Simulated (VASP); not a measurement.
Here is a VASP 6.6.1 calculation.

INCAR

```
SYSTEM = HgC4F6
PREC = Accurate
ENCUT = 520
EDIFF = 1E-6
ISMEAR = -1
SIGMA = 0.05
LREAL = .FALSE.
LASPH = .TRUE.
NELM = 100
ALGO = Fast
ISIF = 2
LWAVE = .FALSE.
LCHARG = .FALSE.
GGA = PE
NBANDS = 46
```

KPOINTS

```
regular mesh
0
G
  3 3 3
  0 0 0
```

Contents of POSCAR:

```
HgC4F6
1.0
    5.4450840000      1.3640550000     -0.2587450000
    0.9142640000      5.1891760000     -1.0266140000
   -0.7856640000     -0.5642650000      6.0467730000
Hg C F
1 4 6
Direct
    0.2827180190      0.7395178924      0.1593797709
    0.5161351841      0.1205270906      0.0608491830
    0.9598138258      0.4013597298      0.1645966445
    0.3441387630      0.2715187097      0.4515317663
    0.1241097488      0.2981200298      0.7815509154
    0.9143102046      0.8107510282      0.7750900439
    0.3220444949      0.7136166101      0.6635066680
    0.7910253508      0.5040245373      0.5154849538
    0.7429902877      0.2070013945      0.6716388314
    0.7271055141      0.8569895249      0.3766588163
    0.6900493091      0.6268419536      0.8885814853
```

Potentials or basis: VASP PAW PBE potentials, release 64 (Hg, C, F).

Launch:

```console
$ cat potpaw_PBE.64/Hg/POTCAR potpaw_PBE.64/C/POTCAR potpaw_PBE.64/F/POTCAR > POTCAR
$ mpirun -np 1 vasp_std > vasp.out
```

(1) Estimate the pressure.

(2) What does it give for the largest force?

(3) What does it give for the band gap on the k mesh?

## Answers

(1) -10.9 GPa.

(2) 2.469 eV/Å.

(3) none (metal or under the smearing width).

Caveat: the k mesh is coarse (spacing up to 0.44 Å⁻¹), so the values aren't converged.
